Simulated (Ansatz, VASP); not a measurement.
# SnO (Romarchite): VASP beside Ansatz

Wanted: the spread between two codes on one cell, functional and k mesh. Of the first pair: The two relaxations start from unlike cells of this crystal (the structure described is Ansatz's start), so only their ends are compared.

Method: plane waves, with VASP 6.6.1 beside it; relaxation of cell and atoms at PBEsol with D3(BJ) and single point at PBEsol with D3(BJ), in Ansatz 0.2.0.

## (1) The structure

It takes space group P4/nmm (No. 129, tetragonal). Conventional cell: a = 3.799 Å, b = 3.799 Å, c = 4.841 Å, α = 90.00°, β = 90.00°, γ = 90.00°. Nearest to O lie 4 Sn at 2.22 Å. Nearest to Sn lie 4 O at 2.22 Å. Farther neighbours and most contacts between anions are not listed.

## (2) VASP: relaxation of cell and atoms, PBEsol with D3(BJ)

The relaxed volume is the usual yardstick between codes: in a stiff, nearly cubic crystal its relative difference is about their pressure difference at one cell divided by the bulk modulus.

Lines of VASP's logs that name or quote its potential files are left out, and so is its time.

INCAR

```
SYSTEM = SnO
PREC = Accurate
ENCUT = 600
EDIFF = 1E-07
NELM = 120
ISMEAR = 0
SIGMA = 0.1
LREAL = .FALSE.
ALGO = Normal
GGA = PS
IVDW = 12
NBANDS = 26
LORBIT = 11
LWAVE = .FALSE.
LCHARG = .FALSE.
ISIF = 3
IBRION = 2
NSW = 80
EDIFFG = -0.005
LASPH = .TRUE.
GGA_COMPAT = .FALSE.
NELMIN = 4
KPAR = 2
```

POSCAR

```
SnO
1.0
    3.7692500277      0.0000000000      0.0000000000
    0.0000000000      3.7692500277      0.0000000000
    0.0000000000      0.0000000000      4.5494531680
O Sn
2 2
Direct
    0.0000000000      0.0000000000      0.0000000000
    0.5000000000      0.5000000000      0.0000000000
    0.5000000000      0.0000000000      0.2549143444
    0.0000000000      0.5000000000      0.7450856556
```

KPOINTS

```
Automatic mesh
0
Gamma
12 12 10
0 0 0
```

PAW data sets: O and Sn_d (PBE family, release 64).

On the command line:

```
mpirun -np 2 vasp_std
```

Numbers of over 12 decimals in the logs are rounded to 6 here.

Output:

```text
[banner, memory and clock lines left out]
running    2 mpi-ranks, on    1 nodes
 distrk:  each k-point on    1 cores,    2 groups
 distr:  one band on    1 cores,    1 groups

 POSCAR found type information on POSCAR O Sn
 POSCAR found :  2 types and       4 ions
|                                                                             |
|               ----> ADVICE to this user running VASP <----                  |
|                                                                             |
|     You enforced a specific xc type in the INCAR file but a different       |
|     [... a line on the potential file left out ...]
|     I HOPE YOU KNOW WHAT YOU ARE DOING!                                     |
|                                                                             |

 LDA part: xc-table for (Slater+PW92), standard interpolation
 POSCAR, INCAR and KPOINTS ok, starting setup
 FFT: planning ... GRIDC
 FFT: planning ... GRID_SOFT
 FFT: planning ... GRID
 WAVECAR not read
 entering main loop
       N       E                     dE             d eps       ncg     rms          rms(c)
DAV:   1     0.422921245550E+03    0.42292E+03   -0.22066E+04  8822   0.264E+03
DAV:   2     0.357886215092E+02   -0.38713E+03   -0.37612E+03  9120   0.578E+02
DAV:   3    -0.243827622671E+02   -0.60171E+02   -0.58930E+02 10160   0.194E+02
DAV:   4    -0.272714047190E+02   -0.28886E+01   -0.28717E+01 10328   0.439E+01
DAV:   5    -0.273336562918E+02   -0.62252E-01   -0.62173E-01 10572   0.701E+00    0.107E+01
DAV:   6    -0.242360252856E+02    0.30976E+01   -0.15376E+01 14516   0.462E+01    0.473E+00
DAV:   7    -0.242202998601E+02    0.15725E-01   -0.17807E+00 10038   0.855E+00    0.242E+00
DAV:   8    -0.241995662305E+02    0.20734E-01   -0.33215E-01 12288   0.400E+00    0.807E-01
DAV:   9    -0.241861589249E+02    0.13407E-01   -0.65140E-02 13964   0.286E+00    0.215E-01
DAV:  10    -0.241871540285E+02   -0.99510E-03   -0.85807E-03 13102   0.948E-01    0.139E-01
DAV:  11    -0.241867742465E+02    0.37978E-03   -0.20598E-03 13454   0.463E-01    0.212E-02
DAV:  12    -0.241868061542E+02   -0.31908E-04   -0.29512E-04  9200   0.102E-01    0.317E-02
DAV:  13    -0.241867964570E+02    0.96972E-05   -0.33479E-05 12754   0.480E-02    0.346E-03
DAV:  14    -0.241867963314E+02    0.12560E-06   -0.38866E-06 12488   0.134E-02    0.308E-03
DAV:  15    -0.241867964250E+02   -0.93586E-07   -0.18229E-07  8044   0.360E-03
   1 F= -.25123936E+02 E0= -.25122720E+02  d E =-.251239E+02
 curvature:   0.00 expect dE= 0.000E+00 dE for cont linesearch  0.000E+00
 trial: gam= 0.00000 g(F)=  0.666E-06 g(S)=  0.156E-04 ort = 0.000E+00 (trialstep = 0.100E+01)
 search vector abs. value=  0.163E-04
 bond charge predicted
       N       E                     dE             d eps       ncg     rms          rms(c)
DAV:   1    -0.241877345420E+02   -0.93821E-03   -0.47487E-03 11042   0.109E+00    0.930E-02
DAV:   2    -0.241875607690E+02    0.17377E-03   -0.60880E-04 11928   0.271E-01    0.316E-02
DAV:   3    -0.241875329408E+02    0.27828E-04   -0.59691E-05 10854   0.162E-01    0.135E-02
DAV:   4    -0.241875263179E+02    0.66229E-05   -0.18567E-05 11950   0.775E-02    0.323E-03
DAV:   5    -0.241875254629E+02    0.85496E-06   -0.39558E-06 11876   0.201E-02    0.179E-03
DAV:   6    -0.241875250830E+02    0.37995E-06   -0.23046E-07  7614   0.507E-03    0.860E-04
DAV:   7    -0.241875249908E+02    0.92193E-07   -0.49269E-08  4614   0.230E-03
   2 F= -.25123936E+02 E0= -.25122725E+02  d E =0.610950E-06
 trial-energy change:    0.000001  1 .order   -0.000001   -0.000016    0.000014
 step:   0.4493(harm=  0.5423)  dis= 0.00006  next Energy=   -25.123940 (dE=-0.349E-05)
 bond charge predicted
       N       E                     dE             d eps       ncg     rms          rms(c)
DAV:   1    -0.241871903521E+02    0.33473E-03   -0.14406E-03 11000   0.599E-01    0.512E-02
DAV:   2    -0.241871368969E+02    0.53455E-04   -0.18434E-04 11914   0.149E-01    0.174E-02
DAV:   3    -0.241871284325E+02    0.84644E-05   -0.18039E-05 10860   0.892E-02    0.742E-03
DAV:   4    -0.241871272174E+02    0.12151E-05   -0.55909E-06 11896   0.426E-02    0.177E-03
DAV:   5    -0.241871275394E+02   -0.32202E-06   -0.11842E-06 11050   0.110E-02    0.976E-04
DAV:   6    -0.241871276776E+02   -0.13820E-06   -0.59976E-08  4634   0.278E-03    0.439E-04
DAV:   7    -0.241871277222E+02   -0.44653E-07   -0.27280E-08  4550   0.147E-03
   3 F= -.25123940E+02 E0= -.25122726E+02  d E =-.345334E-05
 curvature:  -0.26 expect dE=-0.236E-06 dE for cont linesearch -0.167E-07
 trial: gam=-0.00697 g(F)=  0.716E-06 g(S)=  0.192E-06 ort = 0.102E-05 (trialstep = 0.890E+00)
 search vector abs. value=  0.895E-06
 reached required accuracy - stopping structural energy minimisation
```

From OUTCAR (step 2):

```text
ion  position               nearest neighbor table
   1  0.000  0.000  0.000-   3 2.21   4 2.21   4 2.21   3 2.21
   2  0.500  0.500  0.000-   3 2.21   4 2.21   3 2.21   4 2.21
   3  0.500  0.000  0.255-   1 2.21   2 2.21   2 2.21   1 2.21   4 3.48   4 3.48   4 3.48   4 3.48
                             4 3.53   4 3.53   4 3.53   4 3.53
   4  0.000  0.500  0.745-   1 2.21   2 2.21   1 2.21   2 2.21   3 3.48   3 3.48   3 3.48   3 3.48
                             3 3.53   3 3.53   3 3.53   3 3.53

  LATTYP: Found a simple tetragonal cell.
 ALAT       =     3.7692500277
 C/A-ratio  =     1.2069916123

 Subroutine GETGRP returns: Found 16 space group operations
 (whereof  8 operations were pure point group operations)

The static configuration has the point symmetry D_2d.
 The point group associated with its full space group is D_4h.

 Found    168 irreducible k-points:

   k-points           NKPTS =    168   k-points in BZ     NKDIM =    168   number of bands    NBANDS=     26

   dimension x,y,z NGX =    30 NGY =   30 NGZ =   36
   dimension x,y,z NGXF=    60 NGYF=   60 NGZF=   72

   ENCUT  =  600.0 eV  44.10 Ry    6.64 a.u.   7.53  7.53  9.09*2*pi/ulx,y,z

   NELECT =      40.0000    total number of electrons

 k-points in reciprocal lattice and weights: Automatic mesh
   0.00000000  0.00000000  0.00000000       0.001
   0.08333333  0.00000000  0.00000000       0.003
   0.16666667  0.00000000  0.00000000       0.003
   0.25000000  0.00000000  0.00000000       0.003
   0.33333333  0.00000000  0.00000000       0.003
   0.41666667  0.00000000  0.00000000       0.003
   0.50000000  0.00000000  0.00000000       0.001
   0.08333333  0.08333333  0.00000000       0.003
   0.16666667  0.08333333  0.00000000       0.006
[...]
0.50000000  0.41666667  0.50000000       0.003
   0.50000000  0.50000000  0.50000000       0.001

 Edisp (eV)   -0.93641

 average (electrostatic) potential at core
       1 -68.0383       2 -68.0383       3 -98.8978       4 -98.8978

 E-fermi :   7.9882

 k-point     1 :       0.0000    0.0000    0.0000
  band No.  band energies     occupation
    ...
     16       1.4656      2.00000
     17       4.3812      2.00000
     18       4.7397      2.00000
     19       4.7397      2.00000
     20       8.0269      0.58447
     21      10.4280      0.00000
     22      12.2908      0.00000
     23      12.2908      0.00000
     24      13.1404      0.00000
     25      14.1140      0.00000
    ...

 k-point     2 :       0.0833    0.0000    0.0000
  band No.  band energies     occupation
    ...
     15       1.5141      2.00000
     16       1.5188      2.00000
     17       4.2759      2.00000
     18       4.6551      2.00000
     19       4.6734      2.00000
     20       8.0380      0.48104
     21      10.6399      0.00000
     22      11.6614      0.00000
     23      12.3386      0.00000
     24      13.3579      0.00000
    ...

 k-point     3 :       0.1667    0.0000    0.0000
  band No.  band energies     occupation
    ...
     16       1.6632      2.00000
     17       3.9917      2.00000
     18       4.4750      2.00000
     19       4.4819      2.00000
     20       7.9238      1.63778
     21      10.9155      0.00000
     22      11.1705      0.00000
     23      12.4805      0.00000
     24      13.5966      0.00000
     25      13.6330      0.00000
    ...

 Edisp (eV)   -0.93681

  Total       0.00259     0.00259     0.00157     0.00000     0.00000     0.00000
  in kB       0.06425     0.06425     0.03888     0.00000     0.00000     0.00000
  external pressure =        0.06 kB  Pullay stress =        0.00 kB

  energy-cutoff  :      600.00
  volume of cell :       64.66
      direct lattice vectors                 reciprocal lattice vectors
     3.769692329  0.000000000  0.000000000     0.265273638  0.000000000  0.000000000
     0.000000000  3.769692329 -0.000000000     0.000000000  0.265273638 -0.000000000
     0.000000000  0.000000000  4.549919732     0.000000000  0.000000000  0.219784097

 POSITION                                       TOTAL-FORCE (eV/Angst)
 -----------------------------------------------------------------------------------
      0.00000      0.00000      4.54992         0.000000     -0.000000      0.000000
      1.88485      1.88485     -0.00000         0.000000      0.000000      0.000000
      1.88485      0.00000      1.15990         0.000000     -0.000000     -0.002725
      0.00000      1.88485      3.39002         0.000000      0.000000      0.002725
 -----------------------------------------------------------------------------------
    total drift:                                0.000000      0.000000      0.000000

  FREE ENERGIE OF THE ION-ELECTRON SYSTEM (eV)
  ---------------------------------------------------
  free  energy   TOTEN  =       -25.1239398114 eV

  energy  without entropy=      -25.1215123771  energy(sigma->0) =      -25.12272609

 reached required accuracy - stopping structural energy minimisation

 total charge
# of ion       s       p       d       tot
------------------------------------------
    1        1.570   3.427   0.000   4.997
    2        1.570   3.427   0.000   4.997
    3        1.232   0.838  10.094  12.164
    4        1.232   0.838  10.094  12.164
--------------------------------------------------
tot          5.603   8.530  20.188  34.321

[... 3 further parts left out ...]
```

The run keeps the 16 symmetry operations of its start, so it cannot find a distortion of lower symmetry.

## (3) Ansatz: relaxation of cell and atoms, PBEsol with D3(BJ)

Ansatz runs on its PAW soft_1 files.

Its own start cell and the same functional, mesh and smearing now go to Ansatz, which takes its cutoff from its data sets.

input.yaml

```yaml
crystal:
  lattice:
    - [3.7986, 0.0, 0.0]
    - [0.0, 3.7986, 0.0]
    - [0.0, 0.0, 4.8408]
  atoms:
    - { symbol: O, position: [0.0, 0.0, 0.0] }
    - { symbol: O, position: [0.5, 0.5, 0.0] }
    - { symbol: Sn, position: [0.5, 0.0, 0.2369] }
    - { symbol: Sn, position: [0.0, 0.5, 0.7631] }
kpoints:
  mp_grid: { grid: [12, 12, 10] }
hamiltonian:
  xc: pbesol
  dispersion: d3bj
  pseudopotentials: { kind: paw, azcp: { folder: soft_1 }, xc_functional: pbe }
scf:
  occupations: { method: gaussian, width: 0.1 }
output:
  forces: true
  stress: true
  eigenvalues: true
  write_density: true
  write_potential: true
  elf: true
  volumetric_format: npy
relax:
  adjacent_minimum: "off"
  f_tol: 0.005
  max_steps: 80
  cell: { stress_tol: 0.05 }
```

On the command line:

```
ansatz run input.yaml --threads 4 --pin off --max-ram 16384MiB --backend cpu --events-out ev --progress --plain --runs-dir out
```

Output:

```text
Engine: ansatz 0.2.0, aarch64-unknown-linux-gnu
Pseudopotentials: kind: paw
Pseudopotential: O, paw, valence charge 6, recommended cutoff 420 eV (normal), soft_1/O.paw.azcp
Pseudopotential: Sn, paw, valence charge 14, recommended cutoff 420 eV (normal), soft_1/Sn.paw.azcp
Functional definition: PBEsol
  exchange = pbesol_x
  correlation = pbesol_c
Crystal: 4 atoms, lattice volume = 69.850 Å³
Basis set: ecut = 420 eV, 1361 PW (Γ), exchange–correlation on 54×54×72 points (8 copies of the dense FFT grid, shifted against one another)
Bands: 24, of which v1, the nominal top of the filled ones, is band 20 counted from 1 (19 counted from 0)
Symmetry: 16 space group operations
Space group: P4/nmm (ITA 129), of the structure as read, at distance tolerance 4.1e-5 Å
k-points: 168 of 1440
Non-local potential: O, projectors of the file, l = 0: 2, l = 1: 2, l = 2: 1
Non-local potential: Sn, projectors of the file, l = 0: 2, l = 1: 2, l = 2: 2, l = 3: 1
PAW form: soft (Blöchl's): semilocal exchange-correlation on the pseudo side does not see the compensation charge
PAW frozen core: O, regenerated for the run's functional, and the local potential with it (the file was generated under x = pbe(κ = 0.804, μ = 0.219515), c = pbe(β = 0.066725))
PAW frozen core: Sn, regenerated for the run's functional, and the local potential with it (the file was generated under x = pbe(κ = 0.804, μ = 0.219515), c = pbe(β = 0.066725))
PAW one-centre angular grid: O, 110 points (default); XC on 64 Gauss nodes
PAW one-centre angular grid: Sn, 590 points (default); XC on 64 Gauss nodes
Initial density: superposition of atomic densities (chi_scale 0.1, normalization cell, long waves kept (reshape's long-wave potential 0.16 eV rms))
Initial wavefunctions: pseudopotential atomic-orbital guess
Functional: x = pbesol(κ = 0.804, μ = 0.123457), c = pbesol(β = 0.046)
SCF iter   1: F=—  HF=-13023.057858 eV  |F-HF|=—  |Δ(HF+E_count)|=         —  Δρ=5.23e-2  dr2=2.50e0  ethr=3.10e-3  ⟨swp⟩=5.8  Hψ=18673  notcnv=0
preconditioner: auto → Kerker (q_TF=auto, 2.486 Å⁻¹)  [metal: Δε(μ)=0.021 eV  Ē_g=18.348 eV  σ=0.100 eV  W_gap=0.12  n_scr=18 (ndim 8)  ℏωp=28.1 eV  f_vac=0.000  D(μ)=0.27/eV (n_scr^D=0)]
SCF iter   2: F=—  HF=-13022.643584 eV  |F-HF|=—  |Δ(HF+E_count)|=   4.14e-1  Δρ=2.54e-2  dr2=7.88e-1  ethr=3.10e-3  ⟨swp⟩=3.3  Hψ=9431  notcnv=0
SCF iter   3: F=—  HF=-13022.484965 eV  |F-HF|=—  |Δ(HF+E_count)|=   1.59e-1  Δρ=1.44e-2  dr2=2.41e-1  ethr=1.97e-3  ⟨swp⟩=3.4  Hψ=8127  notcnv=0
SCF iter   4: F=—  HF=-13022.440506 eV  |F-HF|=—  |Δ(HF+E_count)|=   4.45e-2  Δρ=5.15e-3  dr2=2.89e-2  ethr=6.01e-4  ⟨swp⟩=3.0  Hψ=8221  notcnv=0
SCF iter   5: F=—  HF=-13022.436877 eV  |F-HF|=—  |Δ(HF+E_count)|=   3.63e-3  Δρ=1.47e-3  dr2=3.13e-3  ethr=7.22e-5  ⟨swp⟩=1.9  Hψ=6298  notcnv=0
SCF iter   6: F=—  HF=-13022.437147 eV  |F-HF|=—  |Δ(HF+E_count)|=   2.70e-4  Δρ=6.64e-4  dr2=4.91e-4  ethr=7.82e-6  ⟨swp⟩=2.8  Hψ=7314  notcnv=0
SCF iter   7: F=—  HF=-13022.437176 eV  |F-HF|=—  |Δ(HF+E_count)|=   2.91e-5  Δρ=2.18e-4  dr2=4.80e-5  ethr=1.23e-6  ⟨swp⟩=3.0  Hψ=7506  notcnv=0
SCF iter   8: F=—  HF=-13022.437181 eV  |F-HF|=—  |Δ(HF+E_count)|=   4.47e-6  Δρ=7.90e-5  dr2=3.78e-6  ethr=1.20e-7  ⟨swp⟩=2.9  Hψ=7313  notcnv=0
SCF iter   9: F=—  HF=-13022.437181 eV  |F-HF|=—  |Δ(HF+E_count)|=   6.80e-7  Δρ=2.81e-5  dr2=5.05e-7  ethr=9.45e-9  ⟨swp⟩=2.1  Hψ=7260  notcnv=0
SCF iter  10: F=-13022.437181 eV  HF=-13022.437181 eV  |F-HF|=2.46e-9  |Δ(HF+E_count)|=   2.01e-8  Δρ=5.61e-6  dr2=2.24e-8  ethr=2.50e-10  ⟨swp⟩=11.2  Hψ=33326  notcnv=0
SCF 1 converged in 10 iterations: F = -13022.437181 eV  dr2 = 2.24e-8
  greatest PAW one-centre occupation: 0.994 electrons in one spin orbital (limit 2), on the Sn atom at site 3 (counted from 0), in its partial waves of l = 2
relax step   1: F+E_penalty+E_count = -13022.43718145 eV  Δ(F+E_penalty+E_count) = +0.000e0 eV  max|allowed force component| = 1.982e-1 eV/Å  Δτ_max = 0.0000 Å  P = -1.571 GPa  Ω = 69.850 Å³  (10 SCF iters, dr2 threshold 1.00e-7 eV, accepted)
[...]
relax step   7: F+E_penalty+E_count = -13022.48467692 eV  Δ(F+E_penalty+E_count) = +4.086e-3 eV  max|allowed force component| = 3.480e-4 eV/Å  Δτ_max = 0.0000 Å  P = -0.123 GPa  Ω = 65.012 Å³  stress off target by 1.72e-1 GPa  SCF on the basis re-selected at this cell (its energy is not comparable with the rows above)  (6 SCF iters)
[...]
relax step   8: F+E_penalty+E_count = -13022.48506456 eV  Δ(F+E_penalty+E_count) = -3.876e-4 eV  max|allowed force component| = 4.092e-4 eV/Å  Δτ_max = 0.0028 Å  P = -0.003 GPa  Ω = 64.815 Å³  energy of the carried Pulay correction = +2.879e-4 eV  (5 SCF iters, dr2 threshold 7.42e-8 eV, accepted)
[...]
relax step   9: F+E_penalty+E_count = -13022.48478621 eV  Δ(F+E_penalty+E_count) = +2.784e-4 eV  max|allowed force component| = 3.491e-4 eV/Å  Δτ_max = 0.0000 Å  P = -0.008 GPa  Ω = 64.815 Å³  stress off target by 1.48e-2 GPa  SCF on the basis re-selected at this cell (its energy is not comparable with the rows above)  (6 SCF iters)
basis re-selected at this cell: Δ(F+E_penalty+E_count) = +2.784e-4 eV, ΔP = -0.005 GPa vs the last step (what re-selecting the basis moved, of the pressure what is left beyond the Pulay correction that the steps carried, after the strain that the cell walked since its last selection, with what the two solves' SCF thresholds leave and, on support functions, any second-order correction that the steps lacked; it is no m [...]
SCF converged after 6 iterations
Free energy (F): -13022.484786 eV
Harris-Foulkes:  -13022.484786 eV  (|F-HF|=0.00e0)
Internal energy: -13022.482520 eV  (E = F + TS)
E sigma→0 (E₀):  -13022.483653 eV
Entropy (-TS):   -0.002266 eV (-0.567 meV/atom)
Fermi energy:    11.055822 eV
--- Per-component energies (eV) ---
  E_band       = -145.582815
  E_kinetic    = 674.228275
  E_local      = -2715.757533  (includes V_loc(G=0)·N_el)
  E_nonlocal   = 399.887874
  E_hartree    = 1286.242766
  E_xc         = -391.696805
  E_vxc        = -343.424926  (∫ρ·V_xc dr)
  E_paw        = -8905.606435  (= ΣΔE_a)
  E_vpaw       = -733.004070  (= ΣTr[D̂ρ^β])
  E_aug_tail   = 0.002047  (compensation charges beyond the density's cutoff)
  E_ewald      = -3369.488286
  E_disp       = -0.934679  (pairwise vdW)
  E_core_change = 0.640255  (= ΣΔE_core)
  E_smearing   = -0.002266  (= −TS)
  E_closure    = 0.000000  (closes the sum)
  Σ components = -13022.484786   (vs F -13022.484786, Δ=0.00e0)
--- Forces (eV/Å), atoms counted from 1 ---
  atom   1  O      0.00000000     0.00000000     0.00000000
  atom   2  O      0.00000000     0.00000000     0.00000000
  atom   3  Sn     0.00000000     0.00000000     0.00034914
  atom   4  Sn     0.00000000     0.00000000    -0.00034914
  max |Σ_I F_I| component: 5.42e-20 eV/Å
--- Stress (GPa, compression-positive) ---
       -0.004025       0.000000       0.000000
        0.000000      -0.004025       0.000000
        0.000000       0.000000      -0.014792
  P = ⅓ Tr σ = -0.0076 GPa (-0.076 kbar)
--- Band table (eV; the first three rows and the last of 168) ---
  k-point 0: bands = [... 16 lower, 7.4316, 7.7801, 7.7801, 11.0907, 13.4908, 15.3779, 15.3779, 16.1458]
  k-point 1: bands = [... 16 lower, 7.4206, 7.7787, 7.7787, 11.0544, 13.2861, 15.0420, 15.0420, 16.1171]
  k-point 2: bands = [... 16 lower, 7.3925, 7.7745, 7.7745, 10.8719, 12.9012, 14.4579, 14.4579, 15.7594]
  k-point 167: bands = [... 16 lower, 7.9635, 7.9635, 8.4586, 8.4586, 13.1846, 13.1846, 15.6352, 15.6352]
--- Relaxed structure (7 steps of the walk, 7 accepted, 2 SCFs on fresh bases) ---
  F+E_penalty+E_count = -13022.48478621 eV   max|allowed force component| = 3.491e-4 eV/Å   (the final SCF, on the basis selected at the relaxed cell)
  cell:  # Å, volume = 64.8153 Å³
    - [3.769307, 0, 0.0]
    - [0, 3.769307, 0.0]
    - [0.0, 0.0, 4.561994]
  atoms:
    - { symbol: O, position: [0, 0, 0] }
    - { symbol: O, position: [0.5, 0.5, 0] }
    - { symbol: Sn, position: [0.5, 0, 0.253281] }
    - { symbol: Sn, position: [0, 0.5, 0.746719] }
```

Reading the cycles: dr2 is the Hartree energy of the density residual (eV), the measure of convergence; HF is the Harris–Foulkes estimate of the energy, which meets the free energy F at convergence.

## (4) Comparison

Known differences besides the potentials themselves: the cutoff is 420 eV in Ansatz and 600 eV in VASP; Ansatz makes its cores anew for this functional, VASP keeps those of its PBE data sets; Ansatz adds a Pulay correction to the stress that steers its cell, VASP none. Total energies have different zeros and are not compared.

The two programs side by side:

| quantity | Ansatz | VASP | difference |
| --- | --- | --- | --- |
| volume (Å³) | 64.82 | 64.66 | +0.24 % |
| edge a after relaxation, in the typed setting (Å) | 3.769 | 3.770 | -0.01 % |
| edge c after relaxation, in the typed setting (Å) | 4.562 | 4.550 | +0.27 % |

(Part 1 of 2 ends here.)

[Lines on the potential files, build, host, timing and source positions are cut from VASP's logs without a mark.]

[Logs are printed without paths, hosts, clocks, repeated set-up lines and the standing remarks that a program may print on its own settings, such as how far it seeks lower states.]

[Hosts, paths, dates, database ids (printed as entryN), source tags and the programs' standing remarks are cut or masked in the printed files.]
